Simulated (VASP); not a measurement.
# CoSi2: structure and properties in VASP, part 6 of 8

Wanted: the relaxed cell of CoSi2 and its properties. The start is a cell from a database of measured crystal structures.

VASP 6.6.1, plane waves and PAW; the level of theory is named at each step.

Still holding for the runs below: This run allows spin, but its moments start at zero, where symmetry between the spins tends to hold them, which is where the search above led. Its electron count is odd, so without a moment it is a metal by construction. A U on the itinerant d states of such a compound is hard to justify; it moves the bands at the Fermi level.

So far. Step 9 (Bands along the symmetry lines (PBE + U)): Of the bands kept, 3 cross the Fermi level on this path. The relaxed cell has a = 5.309 Å (conventional setting).

**10. Total and projected DOS (PBE + U)**

Level of this step: PBE, DFT+U (Co d 4 eV), zero-moment start; plane waves and PAW (Co, Si) (VASP).

A density of states needs more k-points than a total energy, and tetrahedra (ISMEAR = -5) or a smearing that fits the mesh; LORBIT projects the states on the PAW spheres. The mesh is finer than in the run before.

INCAR

```
SYSTEM = CoSi2
PREC = Accurate
ENCUT = 400
EDIFF = 1E-06
NELM = 100
ISMEAR = -5
SIGMA = 0.05
LREAL = .FALSE.
ALGO = Normal
GGA = PE
NBANDS = 23
ISPIN = 2
MAGMOM = 0 -0 -0
LDAU = .TRUE.
LDAUTYPE = 2
LDAUL = 2 -1
LDAUU = 4 0
LDAUJ = 0 0
LDAUPRINT = 1
LASPH = .TRUE.
LMAXMIX = 4
LORBIT = 11
LWAVE = .FALSE.
LCHARG = .FALSE.
KPAR = 8
NEDOS = 2001
```

POSCAR

```
CoSi2
1.0
    0.0000000000      2.6544471679      2.6544471679
    2.6544471679      0.0000000000      2.6544471679
    2.6544471679      2.6544471679      0.0000000000
Co Si
1 2
Direct
    0.0000000000      0.0000000000      0.0000000000
    0.2500000000      0.2500000000      0.2500000000
    0.7500000000      0.7500000000      0.7500000000
```

KPOINTS

```
Automatic mesh
0
Gamma
9 9 9
0 0 0
```

Potentials, in the order of the species: Co and Si (PBE family, release 64).

Run with:

```console
$ mpirun -np 8 vasp_std
```

What it wrote:

```text
[... set-up lines as in an earlier step ...]
 entering main loop
       N       E                     dE             d eps       ncg     rms          rms(c)
DAV:   1     0.637920824980E+02    0.63792E+02   -0.51604E+03  3260   0.570E+02
DAV:   2    -0.122724706910E+02   -0.76065E+02   -0.66024E+02  3633   0.151E+02
DAV:   3    -0.165393224273E+02   -0.42669E+01   -0.41627E+01  3964   0.380E+01
DAV:   4    -0.165973572582E+02   -0.58035E-01   -0.57940E-01  3733   0.421E+00
DAV:   5    -0.165988419875E+02   -0.14847E-02   -0.14831E-02  4022   0.667E-01    0.131E+01
DAV:   6    -0.179073071338E+02   -0.13085E+01   -0.72003E+00  3773   0.482E+01    0.108E+01
DAV:   7    -0.158998013598E+02    0.20075E+01   -0.34993E+00  3752   0.381E+01    0.427E+00
DAV:   8    -0.158280164611E+02    0.71785E-01   -0.17965E-01  3845   0.321E+00    0.630E-01
DAV:   9    -0.158282969074E+02   -0.28045E-03   -0.95358E-03  4938   0.949E-01    0.375E-01
DAV:  10    -0.158292755568E+02   -0.97865E-03   -0.16878E-03  3787   0.363E-01    0.104E-01
DAV:  11    -0.158292997716E+02   -0.24215E-04   -0.12597E-04  4477   0.116E-01    0.296E-02
DAV:  12    -0.158293083385E+02   -0.85669E-05   -0.93175E-06  3917   0.216E-02    0.159E-02
DAV:  13    -0.158293096715E+02   -0.13330E-05   -0.38424E-06  3844   0.165E-02    0.303E-03
DAV:  14    -0.158293107946E+02   -0.11231E-05   -0.24693E-07  2346   0.426E-03    0.110E-03
DAV:  15    -0.158293117489E+02   -0.95426E-06   -0.76289E-08  1974   0.172E-03
   1 F= -.15829312E+02 E0= -.15829312E+02  d E =0.000000E+00  mag=     0.0000
 -----------------------------------------------------------------------------
|                                                                             |
|           W    W    AA    RRRRR   N    N  II  N    N   GGGG   !!!           |
|           W    W   A  A   R    R  NN   N  II  NN   N  G    G  !!!           |
|           W    W  A    A  R    R  N N  N  II  N N  N  G       !!!           |
|           W WW W  AAAAAA  RRRRR   N  N N  II  N  N N  G  GGG   !            |
|           WW  WW  A    A  R   R   N   NN  II  N   NN  G    G                |
|           W    W  A    A  R    R  N    N  II  N    N   GGGG   !!!           |
|                                                                             |
|     Tetrahedron method does not include variations of the Fermi             |
|     occupations, so forces and stress will be inaccurate. We suggest        |
|     using a different smearing scheme ISMEAR = 1 or 2 for metals in         |
|     relaxations.                                                            |
|                                                                             |
 -----------------------------------------------------------------------------
```

Elapsed: 15 s, on 8 MPI ranks of Intel Xeon Platinum 8259CL at 2.50GHz (Skylake/Cascade Lake), shared host; peak memory 1.3 GiB; 92 s of CPU time.

From OUTCAR (step 10):

```text
   k-points           NKPTS =     35   k-points in BZ     NKDIM =     35   number of bands    NBANDS=     23

   NELECT =      17.0000    total number of electrons

atom =   1  type =  1  l = 2

 onsite density matrix

spin component  1

  0.7496  0.0000  0.0000 -0.0000 -0.0000
  0.0000  0.7496  0.0000 -0.0000 -0.0000
  0.0000  0.0000  0.8400 -0.0000  0.0000
 -0.0000 -0.0000 -0.0000  0.7496 -0.0000
 -0.0000 -0.0000  0.0000 -0.0000  0.8400

spin component  2

 occupancies and eigenvectors

  o =  0.7496  v =  1.0000  0.0000  0.0000  0.0000  0.0000  0.0000  0.0000  0.0000  0.0000  0.0000      0.0000  0.0000  0.0000  0.0000  0.0000  0.0000  0.0000  0.0000  0.0000  0.0000
  o =  0.7496  v =  0.0000  0.0140  0.0000  0.9999  0.0000  0.0000  0.0000  0.0000  0.0000  0.0000      0.0000  0.0000  0.0000  0.0000  0.0000  0.0000  0.0000  0.0000  0.0000  0.0000
  o =  0.7496  v =  0.0000 -0.9999 -0.0000  0.0140 -0.0000  0.0000  0.0000  0.0000  0.0000  0.0000      0.0000  0.0000  0.0000  0.0000  0.0000  0.0000  0.0000  0.0000  0.0000  0.0000
  o =  0.7496  v =  0.0000  0.0000  0.0000  0.0000  0.0000  0.0000 -0.9951  0.0000  0.0992  0.0000      0.0000  0.0000  0.0000  0.0000  0.0000  0.0000  0.0000  0.0000  0.0000  0.0000
  o =  0.7496  v =  0.0000  0.0000  0.0000  0.0000  0.0000  0.0000 -0.0992 -0.0000 -0.9951 -0.0000      0.0000  0.0000  0.0000  0.0000  0.0000  0.0000  0.0000  0.0000  0.0000  0.0000
  o =  0.7496  v =  0.0000  0.0000  0.0000  0.0000  0.0000  1.0000  0.0000  0.0000  0.0000  0.0000      0.0000  0.0000  0.0000  0.0000  0.0000  0.0000  0.0000  0.0000  0.0000  0.0000
  o =  0.8400  v =  0.0000  0.0000 -0.0345  0.0000 -0.9994  0.0000  0.0000  0.0000  0.0000  0.0000      0.0000  0.0000  0.0000  0.0000  0.0000  0.0000  0.0000  0.0000  0.0000  0.0000
  o =  0.8400  v =  0.0000 -0.0000  0.9994 -0.0000 -0.0345  0.0000  0.0000  0.0000  0.0000  0.0000      0.0000  0.0000  0.0000  0.0000  0.0000  0.0000  0.0000  0.0000  0.0000  0.0000
  o =  0.8400  v =  0.0000  0.0000  0.0000  0.0000  0.0000  0.0000  0.0000 -0.3043  0.0000  0.9526      0.0000  0.0000  0.0000  0.0000  0.0000  0.0000  0.0000  0.0000  0.0000  0.0000
  o =  0.8400  v =  0.0000  0.0000  0.0000  0.0000  0.0000  0.0000 -0.0000 -0.9526  0.0000 -0.3043      0.0000  0.0000  0.0000  0.0000  0.0000  0.0000  0.0000  0.0000  0.0000  0.0000

 E-fermi :  10.2541

 spin component 1
 k-point     1 :       0.0000    0.0000    0.0000
  band No.  band energies     occupation
    ...
      2       5.9890      1.00000
      3       5.9890      1.00000
      4       5.9890      1.00000
      5       7.8588      1.00000
      6       7.8588      1.00000
      7      11.3900      0.00000
      8      13.8087      0.00000
      9      13.8087      0.00000
     10      13.8087      0.00000
     11      13.9795      0.00000
    ...

 k-point     2 :       0.1111    0.0000    0.0000
  band No.  band energies     occupation
    ...
      2       5.5756      1.00000
      3       6.0579      1.00000
      4       6.0579      1.00000
      5       7.8125      1.00000
      6       7.8125      1.00000
      7      11.2383     -0.06635
      8      12.2863      0.00000
      9      12.8825      0.00000
     10      12.8825      0.00000
     11      14.8941      0.00000
    ...

  Total       -0.0297195     -0.0297195     -0.0297195     -0.0000000     -0.0000000      0.0000000
  in kB       -1.2729151     -1.2729151     -1.2729151     -0.0000000     -0.0000000      0.0000000
  external PRESSURE =      -1.2729151 kB  Pullay stress =       0.0000000 kB

 POSITION                                       TOTAL-FORCE (eV/Angst)
 -----------------------------------------------------------------------------------
      0.00000      0.00000      0.00000        -0.000000      0.000000     -0.000000
      1.32722      1.32722      1.32722        -0.000000     -0.000000     -0.000000
      3.98167      3.98167      3.98167         0.000000      0.000000      0.000000
 -----------------------------------------------------------------------------------
    total drift:                               -0.000000      0.000000      0.000000

  FREE ENERGIE OF THE ION-ELECTRON SYSTEM (eV)
  ---------------------------------------------------
  free  energy   TOTEN  =       -15.8293117489 eV

  energy  without entropy=      -15.8293117489  energy(sigma->0) =      -15.82931175

 magnetization (x)
# of ion       s       p       d       tot
------------------------------------------
    1       -0.000   0.000  -0.000  -0.000
    2        0.000   0.000   0.000   0.000
    3        0.000   0.000   0.000   0.000
--------------------------------------------------
tot         -0.000   0.000  -0.000  -0.000

[... 6 parts as in an earlier step ...]

[... 12 further parts left out ...]
```

With tetrahedra the forces and stress of a metal are not exact derivatives of the energy.

Numbers from this step:

```
SCF cycles                                           : 15
irreducible k-points                                 : 35
free energy (TOTEN)                                  : -15.83 eV
Fermi energy                                         : 10.25 eV
pressure                                             : -0.1273 GPa
DOS at the Fermi level, one point of the energy grid : 0.9967 states/eV/cell
```

The density of states has structure finer than the step of the table below, so its rows give means over 1 eV, whole bins alone (the curve runs from -12.0 to 5.31 eV). Peaks (eV: height): total -3.8: 3.96, -3.0: 3.31, -2.2: 5.96, -2.0: 8.96; Co d -3.8: 1.97, -2.2: 4.53, -2.0: 7.79; Si p -4.2: 0.73, -3.9: 0.678, -3.0: 0.394, 3.9: 0.525; Co p -4.0: 0.110, -0.9: 0.221, 2.7: 0.0888, 4.1: 0.083; Si s -9.8: 0.289, -9.0: 0.291, -7.8: 0.378, 2.6: 0.449.

States under -12.0 eV and over 5.3 eV are left out; both spin channels agree and are summed. The density of states by energy, zero at the Fermi level; means over each step; values in states/eV/cell:

```tsv
energy (eV)	total	Co d	Si p	Co p	Si s	Co s
-11	0.431	0.00414	0.0174	0.0163	0.145	0.0505
-10	0.631	0.0151	0.0326	0.0304	0.210	0.0615
-9	0.688	0.0242	0.0342	0.0518	0.241	0.0340
-8	0.820	0.0749	0.0513	0.0623	0.277	0.0131
-7	0.730	0.130	0.0651	0.0336	0.204	0.0180
-6	0.811	0.177	0.134	0.0297	0.0998	0.0354
-5	1.07	0.306	0.210	0.0403	0.0425	0.0496
-4	2.65	1.16	0.497	0.0875	0.0281	0.0599
-3	1.88	1.08	0.228	0.0517	0.0196	0.0490
-2	4.07	3.27	0.156	0.0572	0.0110	0.0794
-1	2.19	1.29	0.230	0.177	0.0156	0.0267
0	1.09	0.419	0.175	0.139	0.0203	0.0121
1	0.433	0.130	0.0679	0.0594	0.0328	0.00570
2	1.16	0.478	0.105	0.0359	0.200	0.00670
3	1.11	0.323	0.132	0.0351	0.159	0.0158
4	1.92	0.479	0.348	0.0603	0.0883	0.0410
```

The finer mesh and the other smearing move the Fermi level by -0.16 eV from the 6×6×6 run, one measure of the sampling error in the zero of the bands above. Of the states within 0.3 eV of the Fermi level, the largest shares in the PAW spheres are Co d 38 %, Si p 16 % and Co p 13 %. The rest lies in smaller channels or between the spheres.

(Part 6 of 8 ends here.)

[Lines on the potential files, build, host, timing and source positions are cut from VASP's logs without a mark.]

[Logs are printed without paths, hosts, clocks, repeated set-up lines and the standing remarks that a program may print on its own settings, such as how far it seeks lower states.]

[Hosts, paths, dates, database ids (printed as entryN), source tags and the programs' standing remarks are cut or masked in the printed files.]

[A measured line is paired with the nearest computed mode of its activity, which favours agreement.]

[In band tables of VASP the shares of atoms and orbitals are scaled to a sum of 1 inside the atoms' spheres.]
